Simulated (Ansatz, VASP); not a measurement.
# Si126BC21 (amorphous Si0.85C0.15): VASP beside Ansatz, part 2 of 2

Wanted: the spread between two codes on one cell, functional and k mesh. Of the first pair: The structure shown is the start of the Ansatz relaxation below; VASP solves that cell, so the two are compared at the walk's first step.

VASP 6.6.1 and Ansatz 0.2.0.

So far. Step 4 (Comparison): The forces differ by 6.8 meV/Å r.m.s., which is 5.8 % of the r.m.s. force of 0.116 eV/Å (both taken over all components).

## Step 5: Ansatz: relaxation, PBE

Level of this step: Ansatz beside VASP: Kohn-Sham DFT, plane waves, PBE (Ansatz).

This run makes the geometry at which the two programs are then compared.

The structure compared here is the end of the Ansatz relaxation.

input.yaml reads:

```yaml
crystal:
  lattice:
    - [13.5152, 0.0, 0.0]
    - [0.0, 13.5152, 0.0]
    - [0.0, 0.0, 13.5152]
  atoms:
    - { symbol: Si, position: [0.55569, 0.17416, 0.97458] }
    - { symbol: Si, position: [0.17757, 0.98795, 0.31032] }
[... 6 atom lines left out ...]
    - { symbol: Si, position: [0.00181, 0.24006, 0.28319] }
[... 1 atom line left out ...]
    - { symbol: Si, position: [0.08652, 0.29294, 0.92752] }
    - { symbol: Si, position: [0.94056, 0.16801, 0.06806] }
    - { symbol: Si, position: [0.99319, 0.43176, 0.88845] }
[... 2 atom lines left out ...]
    - { symbol: Si, position: [0.07042, 0.06626, 0.01451] }
[... 1 atom line left out ...]
    - { symbol: Si, position: [0.63638, 0.49454, 0.09001] }
[... 1 atom line left out ...]
    - { symbol: Si, position: [0.10762, 0.31765, 0.09739] }
[... 11 atom lines left out ...]
    - { symbol: Si, position: [0.94071, 0.96502, 0.19885] }
[... 1 atom line left out ...]
    - { symbol: Si, position: [0.23502, 0.35114, 0.87024] }
[... 1 atom line left out ...]
    - { symbol: Si, position: [0.79434, 0.40579, 0.37155] }
[... 1 atom line left out ...]
    - { symbol: Si, position: [0.72743, 0.2935, 0.19426] }
[... 3 atom lines left out ...]
    - { symbol: Si, position: [0.77059, 0.61524, 0.09656] }
[... 6 atom lines left out ...]
    - { symbol: Si, position: [0.63987, 0.31824, 0.04003] }
    - { symbol: Si, position: [0.88787, 0.55668, 0.33792] }
    - { symbol: Si, position: [0.84869, 0.43952, 0.97708] }
    - { symbol: Si, position: [0.29958, 0.10613, 0.34686] }
[... 3 atom lines left out ...]
    - { symbol: Si, position: [0.9197, 0.54308, 0.16553] }
    - { symbol: Si, position: [0.0802, 0.13445, 0.8484] }
[... 4 atom lines left out ...]
    - { symbol: Si, position: [0.87994, 0.37393, 0.13742] }
[... 3 atom lines left out ...]
    - { symbol: Si, position: [0.17452, 0.46722, 0.16546] }
    - { symbol: Si, position: [0.27217, 0.27094, 0.31465] }
[... 2 atom lines left out ...]
    - { symbol: Si, position: [0.15117, 0.48816, 0.33836] }
[... 4 atom lines left out ...]
    - { symbol: Si, position: [0.8152, 0.07638, 0.14965] }
    - { symbol: Si, position: [0.05051, 0.89929, 0.06944] }
[... 6 atom lines left out ...]
    - { symbol: Si, position: [0.84342, 0.23409, 0.35274] }
    - { symbol: Si, position: [0.756, 0.03748, 0.93122] }
    - { symbol: Si, position: [0.24039, 0.22349, 0.15334] }
[... 2 atom lines left out ...]
    - { symbol: Si, position: [0.08229, 0.59973, 0.10075] }
[... 1 atom line left out ...]
    - { symbol: Si, position: [0.95415, 0.03245, 0.45307] }
[... 2 atom lines left out ...]
    - { symbol: Si, position: [0.21868, 0.05809, 0.10706] }
[... 1 atom line left out ...]
    - { symbol: Si, position: [0.11822, 0.32578, 0.38514] }
    - { symbol: Si, position: [0.93008, 0.14003, 0.75978] }
[... 2 atom lines left out ...]
    - { symbol: Si, position: [0.85797, 0.17616, 0.91561] }
[... 1 atom line left out ...]
    - { symbol: Si, position: [0.85041, 0.15665, 0.50907] }
    - { symbol: Si, position: [0.75931, 0.31263, 0.90668] }
[... 1 atom line left out ...]
    - { symbol: Si, position: [0.67425, 0.06937, 0.31586] }
    - { symbol: Si, position: [0.02856, 0.07103, 0.30164] }
[... 6 atom lines left out ...]
    - { symbol: Si, position: [0.11798, 0.57299, 0.92741] }
[... 2 atom lines left out ...]
    - { symbol: Si, position: [0.34853, 0.46121, 0.12457] }
[... 11 atom lines left out ...]
    - { symbol: C, position: [0.72068, 0.00651, 0.06503] }
[... 7 atom lines left out ...]
    - { symbol: C, position: [0.67494, 0.3868, 0.29122] }
[... 5 atom lines left out ...]
    - { symbol: C, position: [0.22677, 0.94053, 0.18566] }
[... 5 atom lines left out ...]
    - { symbol: C, position: [0.76291, 0.16433, 0.25165] }
    - { symbol: B, position: [0.98358, 0.27751, 0.14804] }
kpoints:
  mp_grid: { grid: [1, 1, 1] }
hamiltonian:
  xc: pbe
  pseudopotentials: { kind: paw, azcp: { folder: soft_1 } }
scf:
  occupations: { method: gaussian, width: 0.025 }
output:
  forces: true
  eigenvalues: true
relax:
  f_tol: 0.05
  max_steps: 90
```

Run with:

```console
$ ansatz run input.yaml --threads 4 --pin off --max-ram 15872MiB --backend cpu --events-out ev --progress --plain --runs-dir out
```

Numbers of over 12 decimals in the logs are rounded to 6 here.

Log:

```text
[...]
Crystal: 148 atoms, lattice volume = 2468.695 Å³
Basis set: ecut = 420 eV, 48489 PW (Γ), exchange–correlation on 192×192×192 points (8 copies of the dense FFT grid, shifted against one another)
Bands: 444, of which v1, the nominal top of the filled ones, is band 296 counted from 1 (295 counted from 0)
Symmetry: 1 space group operations
[...]
k-points: 1
[...]
- { symbol: C, position: [0.694160, 0.696649, 0.628563] }
    - { symbol: C, position: [0.375304, 0.601943, 0.851645] }
    - { symbol: C, position: [0.655979, 0.622080, 0.371256] }
    - { symbol: C, position: [0.337290, 0.531485, 0.788278] }
    - { symbol: C, position: [0.625389, 0.478261, 0.239532] }
    - { symbol: C, position: [0.525717, 0.746541, 0.674914] }
[...]
- { symbol: C, position: [0.180321, 0.855751, 0.120858] }
    - { symbol: C, position: [0.855149, 0.374149, 0.656799] }
    - { symbol: C, position: [0.614274, 0.685585, 0.694088] }
    - { symbol: C, position: [0.762663, 0.164583, 0.251041] }
    - { symbol: B, position: [0.983386, 0.278837, 0.149178] }
```

## Step 6: VASP: single point, PBE, relaxed cell, pair 2

The same cell, functional, mesh and smearing now go to VASP, with its own data sets.

INCAR reads:

```
SYSTEM = Si126BC21
PREC = Accurate
ENCUT = 520
EDIFF = 1E-06
NELM = 120
ISMEAR = 0
SIGMA = 0.025
LREAL = Auto
ALGO = Normal
GGA = PE
NBANDS = 399
LORBIT = 11
LWAVE = .FALSE.
LCHARG = .FALSE.
ISIF = 2
LASPH = .TRUE.
GGA_COMPAT = .FALSE.
```

POSCAR reads:

```
Si126BC21
1.0
   13.5152000000      0.0000000000      0.0000000000
    0.0000000000     13.5152000000      0.0000000000
    0.0000000000      0.0000000000     13.5152000000
Si C B
126 21 1
Direct
    0.5566000000      0.1752500000      0.9709800000
    0.1770600000      0.9874100000      0.3108700000
[... 6 atom lines left out ...]
    0.0030100000      0.2396300000      0.2897800000
[... 1 atom line left out ...]
    0.0881400000      0.2954800000      0.9282000000
    0.9389000000      0.1655100000      0.0652700000
    0.9935500000      0.4332900000      0.8892700000
[... 2 atom lines left out ...]
    0.0684900000      0.0639500000      0.0134000000
[... 1 atom line left out ...]
    0.6370800000      0.4957600000      0.0896800000
[... 1 atom line left out ...]
    0.1131700000      0.3204200000      0.0974100000
[... 11 atom lines left out ...]
    0.9400000000      0.9668400000      0.1996400000
[... 1 atom line left out ...]
    0.2365200000      0.3500900000      0.8691300000
[... 1 atom line left out ...]
    0.7954800000      0.4043400000      0.3720500000
[... 1 atom line left out ...]
    0.7236200000      0.2937400000      0.1954800000
[... 3 atom lines left out ...]
    0.7697100000      0.6200200000      0.0958100000
[... 6 atom lines left out ...]
    0.6400300000      0.3201000000      0.0335800000
    0.8881300000      0.5556600000      0.3382600000
    0.8471000000      0.4415400000      0.9754000000
    0.2991100000      0.1061000000      0.3461600000
[... 3 atom lines left out ...]
    0.9161200000      0.5453600000      0.1651900000
    0.0804300000      0.1380300000      0.8499900000
[... 4 atom lines left out ...]
    0.8749200000      0.3774600000      0.1349700000
[... 3 atom lines left out ...]
    0.1802600000      0.4682500000      0.1661700000
    0.2720700000      0.2712200000      0.3157900000
[... 2 atom lines left out ...]
    0.1520300000      0.4871800000      0.3387900000
[... 4 atom lines left out ...]
    0.8138800000      0.0764500000      0.1479200000
    0.0503000000      0.8979900000      0.0710100000
[... 6 atom lines left out ...]
    0.8431800000      0.2323400000      0.3537700000
    0.7548200000      0.0363900000      0.9301000000
    0.2441800000      0.2241900000      0.1529900000
[... 2 atom lines left out ...]
    0.0823900000      0.5977800000      0.1025300000
[... 1 atom line left out ...]
    0.9526100000      0.0301300000      0.4550300000
[... 2 atom lines left out ...]
    0.2165000000      0.0587700000      0.1077400000
[... 1 atom line left out ...]
    0.1190000000      0.3257200000      0.3900200000
    0.9316600000      0.1388000000      0.7588400000
[... 2 atom lines left out ...]
    0.8578400000      0.1738400000      0.9135000000
[... 1 atom line left out ...]
    0.8490700000      0.1551300000      0.5093000000
    0.7620500000      0.3119400000      0.9056300000
[... 1 atom line left out ...]
    0.6751400000      0.0690700000      0.3154400000
    0.0278400000      0.0705700000      0.3053400000
[... 6 atom lines left out ...]
    0.1179700000      0.5727500000      0.9288700000
[... 2 atom lines left out ...]
    0.3531700000      0.4632800000      0.1231300000
[... 11 atom lines left out ...]
    0.7187400000      0.0069600000      0.0638400000
[... 7 atom lines left out ...]
    0.6747700000      0.3872400000      0.2934100000
[... 5 atom lines left out ...]
    0.2262300000      0.9404300000      0.1858600000
[... 5 atom lines left out ...]
    0.7626600000      0.1645800000      0.2510400000
    0.9833900000      0.2788400000      0.1491800000
```

KPOINTS reads:

```
Automatic mesh
0
Gamma
1 1 1
0 0 0
```

Potentials, in the order of the species: Si, C and B (PBE family, release 64).

Run with:

```console
$ export OMP_NUM_THREADS=3
$ mpirun -np 1 vasp_gam
```

Log:

```text
[... set-up lines as in an earlier step ...]
 entering main loop
       N       E                     dE             d eps       ncg     rms          rms(c)
DAV:   1     0.311507183725E+04    0.31151E+04   -0.27128E+05   798   0.134E+03
DAV:   2    -0.439944220255E+03   -0.35550E+04   -0.33303E+04   997   0.235E+02
DAV:   3    -0.858279034400E+03   -0.41833E+03   -0.40380E+03  1004   0.721E+01
DAV:   4    -0.875660408934E+03   -0.17381E+02   -0.17153E+02   964   0.165E+01
[...]
DAV:  16    -0.832390714391E+03   -0.42982E-05   -0.11528E-04  1004   0.172E-02    0.235E-02
DAV:  17    -0.832390730307E+03   -0.15916E-04   -0.10662E-04  1044   0.125E-02    0.110E-02
DAV:  18    -0.832390729952E+03    0.35522E-06   -0.63193E-06   940   0.457E-03
   1 F= -.83239073E+03 E0= -.83238368E+03  d E =-.141047E-01
```

Parts of OUTCAR (step 6):

```text
  Total        6.0984204     46.7335456     43.0714567    -21.0741114    -11.1576899    -10.6471811
  in kB        3.9578608     30.3299632     27.9532759    -13.6770497     -7.2413150     -6.9099959
  external PRESSURE =      20.7470333 kB  Pullay stress =       0.0000000 kB

 POSITION                                       TOTAL-FORCE (eV/Angst)
 -----------------------------------------------------------------------------------
      7.52256      2.36854     13.12299         0.007177     -0.001911      0.003448
      2.39300     13.34504      4.20147        -0.005059      0.004434     -0.001182
[...]
1.25205      4.34176      7.62514         0.002657      0.001454     -0.010075
      9.74541     11.72079      1.02986         0.001102     -0.020126      0.002290
     10.99975      1.03324      1.99917         0.010410      0.000521      0.009486
      0.67981     12.13651      0.95971        -0.003509      0.011979     -0.004213
      4.26607      1.87361      6.95925         0.000704     -0.001343     -0.000339
      6.35633     11.09057      2.20203        -0.002197      0.004492      0.001084
      7.77948      0.40978      0.94093        -0.005843      0.007497      0.001861
      8.25022      5.02630      7.43944        -0.004395      0.002712     -0.002855
      7.29172      9.07613      5.72085        -0.005820      0.004219      0.002844
      6.98276     11.77769     11.89959        -0.012705     -0.000630      0.005163
     11.39575      3.14012      4.78127        -0.001620      0.011374     -0.008301
[...]
-----------------------------------------------------------------------------------
    total drift:                                0.032944      0.002364     -0.026960

  FREE ENERGIE OF THE ION-ELECTRON SYSTEM (eV)
  ---------------------------------------------------
  free  energy   TOTEN  =      -832.3907299519 eV

  energy  without entropy=     -832.3766252022  energy(sigma->0) =     -832.38367758

[... 2 parts as in an earlier step ...]

[... 1 further part left out ...]
[key lines of the parts left out:]
E-fermi :   7.0180
```

The run ends at a pressure of 2.07 GPa, with forces up to 0.059 eV/Å.

## Step 7: Differences

At this near-relaxed geometry the largest component of a force difference is 43 meV/Å.

## Step 8: What came out

| Property | Result |
| --- | --- |
| r.m.s. force difference (single point, PBE, start cell, pair 1) | 6.8 meV/Å |
| r.m.s. force difference (single point, PBE, relaxed cell, pair 2) | 6.9 meV/Å |

What this shows: The r.m.s. force difference is 6.9 meV/Å (single point, PBE, relaxed cell, pair 2), within the 12 meV/Å picked in this series as the mark of a large difference. How closely two codes agree says nothing of how well the functional describes the real material.

[Lines on the potential files, build, host, timing and source positions are cut from VASP's logs without a mark.]

[Logs are printed without paths, hosts, clocks, repeated set-up lines and the standing remarks that a program may print on its own settings, such as how far it seeks lower states.]

[Hosts, paths, dates, database ids (printed as entryN), source tags and the programs' standing remarks are cut or masked in the printed files.]
